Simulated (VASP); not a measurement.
Here is the system:

```
ZnP2Si
1.0
   -2.68062     2.68062     5.21497
    2.68062    -2.68062     5.21497
    2.68062     2.68062    -5.21497
Zn Si P
2 2 4
Direct
  0.00000   0.00000   0.00000
  0.75000   0.25000   0.50000
  0.50000   0.50000   0.00000
  0.25000   0.75000   0.50000
  0.87500   0.85996   0.48496
  0.14004   0.62500   0.01504
  0.37500   0.39004   0.51504
  0.60996   0.12500   0.98496
```

Method: PBEsol GGA, VASP's PBE PAW potentials (set 64) (plane waves; VASP 6.6.1). Numerical set-up: 400 eV cut-off, 7×7×7 Γ-centred mesh, tetrahedra with Blöchl corrections, potentials Zn Si P.

Q: The job: ZnSiP₂ (chalcopyrite), 8 atoms, PBEsol, static run, 400 eV, 7×7×7 Γ-centred mesh. Roughly how much core time does it take on a busy server core?

A: About 2 core-minutes (one run on a shared machine, a rough figure). It had 40 irreducible k-points, 31 bands, up to 2753 plane waves and 16 electronic steps.

The compound is ZnSiP2 in the chalcopyrite structure. It was relaxed first.
